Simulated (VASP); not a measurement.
These are PBEsol GGA, VASP's PBE PAW potentials (set 64) (plane waves; VASP) values and carry that method's errors.

Input for VASP

**KPOINTS**
```
Regular mesh
0
gamma
 10 10 8
```

POSCAR:
```
HfB2
3.1245740
  0.5000000056  -0.8660254866   0.0000000000
  0.5000000056   0.8660254866   0.0000000000
  0.0000000000   0.0000000000   1.1055523194
Hf B
1 2
Direct
  0.0000000000   0.0000000000   0.0000000000
  0.3333330000   0.6666670000   0.5000000000
  0.6666670000   0.3333330000   0.5000000000
```

INCAR:
```
# general
SYSTEM =HfB2
PREC   =Accurate
ENCUT  =600
LREAL  =.False.
LASPH  =.True.

# electronic loop
EDIFF  =1E-7   # SCF stop (eV)
NELM   =100   # most electronic steps
ALGO   =Normal
LMAXMIX=6   # l cut-off of mixed one-centre charges

# smearing
ISMEAR =1   # Methfessel-Paxton
SIGMA  =0.1

# functional
GGA    =PS

# ions
ISIF   =2   # forces and stress, cell fixed

# output
LWAVE  =.False.
LCHARG =.False.
```

POTCAR, in this order: Hf_pv B (PBE.64 set). Program: vasp_std.

**Question.** What will the output report for the number of irreducible k-points (NKPTS), number of bands (NBANDS), largest plane-wave count, number of space-group operations, FFT grid (NGX, NGY, NGZ)?

**Answer.** 
* **number of irreducible k-points (NKPTS)**: 70
* **number of bands (NBANDS)**: 12
* **largest plane-wave count**: 997
* **number of space-group operations**: 24
* **FFT grid (NGX, NGY, NGZ)**: 28 × 28 × 28

The compound is HfB2 in the AlB2 type structure. It was relaxed first.
